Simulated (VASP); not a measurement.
# Si2WC3 (P3m1) in VASP: settings compared, part 2 of 2

VASP 6.6.1. The steps go on from the part before.

### 3 Single point, HSE06

Input file POSCAR:

```
Si2WC3
1.0
    3.0146260000      0.0000000000      0.0000000000
   -1.5073130000      2.6107430000      0.0000000000
    0.0000000000      0.0000000000      8.0921400000
Si W C
2 1 3
Direct
    0.0000000000      0.0000000000      0.8979010000
    0.3333330000      0.6666670000      0.5832590000
    0.0000000000      0.0000000000      0.2031560000
    0.3333330000      0.6666670000      0.0027220000
    0.0000000000      0.0000000000      0.6705840000
    0.3333330000      0.6666670000      0.3573680000
```

Input file INCAR.step1:

```
PREC = Accurate
ENCUT = 520
EDIFF = 1E-5
ISMEAR = 0
SIGMA = 0.02
LREAL = False
LASPH = True
NELM = 40
ALGO = Normal
ISIF = 2
LWAVE = True
LCHARG = False
NBANDS = 26
KPAR = 8
GGA = PE
```

Input file INCAR.step2:

```
PREC = Accurate
ENCUT = 520
EDIFF = 1E-5
ISMEAR = 0
SIGMA = 0.02
LREAL = False
LASPH = True
NELM = 40
ALGO = Normal
ISIF = 2
LWAVE = False
LCHARG = False
GGA = PE
LHFCALC = True
HFSCREEN = 0.2
PRECFOCK = Fast
NBANDS = 26
KPAR = 8
ISTART = 1
```

Input file KPOINTS:

```
regular mesh
0
Gamma
  8 8 4
```

Potentials or basis: VASP PAW PBE potentials, release 64 (Si, W_sv, C).

Launch:

```console
> cat potpaw_PBE.64/Si/POTCAR potpaw_PBE.64/W_sv/POTCAR potpaw_PBE.64/C/POTCAR > POTCAR
> cp INCAR.step1 INCAR
> mpirun -np 8 vasp_std > vasp.out
> cp INCAR.step2 INCAR
> mpirun -np 8 vasp_std > vasp.out
```

OUTCAR:

```text
PREC = Accurate
   ENCUT = 520
   EDIFF = 1E-5
   ISMEAR = 0
   LREAL = False
   LASPH = True
   NELM = 40
   ISIF = 2
   GGA = PE
   LHFCALC = True
   HFSCREEN = 0.2
   PRECFOCK = Fast
   ISTART = 1

 ion  position               nearest neighbor table
   1  0.000  0.000  0.898-   5 1.84   4 1.94   4 1.94   4 1.94   3 2.47   2 3.08   2 3.08   2 3.08

   2  0.333  0.667  0.583-   6 1.83   5 1.88   5 1.88   5 1.88   1 3.08   1 3.08   1 3.08
   3  0.000  0.000  0.203-   6 2.14   6 2.14   6 2.14   4 2.38   4 2.38   4 2.38   1 2.47
   4  0.333  0.667  0.003-   1 1.94   1 1.94   1 1.94   3 2.38   3 2.38   3 2.38
   5  0.000  0.000  0.671-   1 1.84   2 1.88   2 1.88   2 1.88
   6  0.333  0.667  0.357-   2 1.83   3 2.14   3 2.14   3 2.14

  LATTYP: Found a hexagonal cell.
 ALAT       =     3.0146260000
 C/A-ratio  =     2.6842931760

  Lattice vectors:

 A1 = (   3.0146260000,   0.0000000000,   0.0000000000)
 A2 = (  -1.5073130000,   2.6107430000,   0.0000000000)
 A3 = (   0.0000000000,   0.0000000000,   8.0921400000)

Analysis of symmetry for initial positions (statically):
[... 194 lines left out ...]
 cond. band min:      10.7105826655   @ k =   0.2500   0.1250   0.0000
 fundamental gap:      1.5227697595
 Fermi energy:         9.2730229129

 k-point     1 :       0.0000    0.0000    0.0000
  band No.  band energies     occupation
      1     -68.9512      2.00000
      2     -31.7827      2.00000
      3     -31.4046      2.00000
      4     -31.4045      2.00000
      5      -9.1643      2.00000
      6      -7.2455      2.00000
[... 685 lines left out ...]
     25      17.4253      0.00000
     26      18.7331      0.00000

 [... further k-points ...]

------------------------ aborting loop because EDIFF is reached ----------------------------------------

  FORCE on cell =-STRESS in cart. coord.  units (eV):
  Direction    XX          YY          ZZ          XY          YZ          ZX
  --------------------------------------------------------------------------------------
  -------------------------------------------------------------------------------------
  Total       -2.4545492     -2.4545498     -2.8520763     -0.0000000      0.0000000      0.0000000
  in kB      -61.7477842    -61.7477984    -71.7481613     -0.0000000      0.0000000      0.0000000
  external PRESSURE =     -65.0812480 kB  Pullay stress =       0.0000000 kB

 VOLUME and BASIS-vectors are now :
 -----------------------------------------------------------------------------
  energy-cutoff  :      520.00
  volume of cell :       63.69
      direct lattice vectors                 reciprocal lattice vectors
     3.014626000  0.000000000  0.000000000     0.331716107  0.191516361  0.000000000
    -1.507313000  2.610743000  0.000000000     0.000000000  0.383032723  0.000000000
     0.000000000  0.000000000  8.092140000     0.000000000  0.000000000  0.123576705

 POSITION                                       TOTAL-FORCE (eV/Angst)
 -----------------------------------------------------------------------------------
      0.00000      0.00000      7.26594        -0.000000      0.000000      0.148013
     -0.00000      1.74050      4.71981         0.000000      0.000000      0.010628
      0.00000      0.00000      1.64397         0.000000     -0.000000      0.134558
     -0.00000      1.74050      0.02203        -0.000000     -0.000000     -0.095929
      0.00000      0.00000      5.42646         0.000000     -0.000000      0.016081
     -0.00000      1.74050      2.89187        -0.000000     -0.000000     -0.213351
 -----------------------------------------------------------------------------------
    total drift:                                0.000798     -0.000461     -0.000485

  FREE ENERGIE OF THE ION-ELECTRON SYSTEM (eV)
  ---------------------------------------------------
  free  energy   TOTEN  =       -58.8068390417 eV

  energy  without entropy=      -58.8068390417  energy(sigma->0) =      -58.80683904
```

OUTCAR.step1:

```text
PREC = Accurate
   ENCUT = 520
   EDIFF = 1E-5
   ISMEAR = 0
   LREAL = False
[... 936 lines left out ...]
      0.00000      0.00000      1.64397         0.000000     -0.000000     -0.000011
     -0.00000      1.74050      0.02203         0.000000     -0.000000     -0.001512
      0.00000      0.00000      5.42646        -0.000000      0.000000      0.001689
     -0.00000      1.74050      2.89187         0.000000     -0.000000     -0.002753
 -----------------------------------------------------------------------------------
    total drift:                                0.000839     -0.000485     -0.000453

  FREE ENERGIE OF THE ION-ELECTRON SYSTEM (eV)
  ---------------------------------------------------
  free  energy   TOTEN  =       -50.6423321923 eV

  energy  without entropy=      -50.6423321923  energy(sigma->0) =      -50.64233219
```

It took 27 min on 8 MPI ranks of Intel Xeon Platinum 8488C (Sapphire Rapids), shared host; peak memory 0.35 GiB.

What came out:

| Property | Result |
| --- | --- |
| Free energy | -58.8068 eV |
| Pressure | -6.5 GPa |
| Largest force | 0.213 eV/Å |
| Band gap on the k mesh | 1.52 eV, indirect (least direct gap 2.18 eV) |

Forces in eV/Å, atoms in the order of the input:
```
Si   0.000  0.000  0.148
Si   0.000  0.000  0.011
W    0.000  0.000  0.135
C    0.000  0.000 -0.096
C    0.000  0.000  0.016
C    0.000  0.000 -0.213
```

Caveat: the PAW data sets were made with another functional, which shifts forces and pressure a little; spin-orbit coupling is left out, which moves the levels of the heavy elements. A k mesh can miss the band edges.
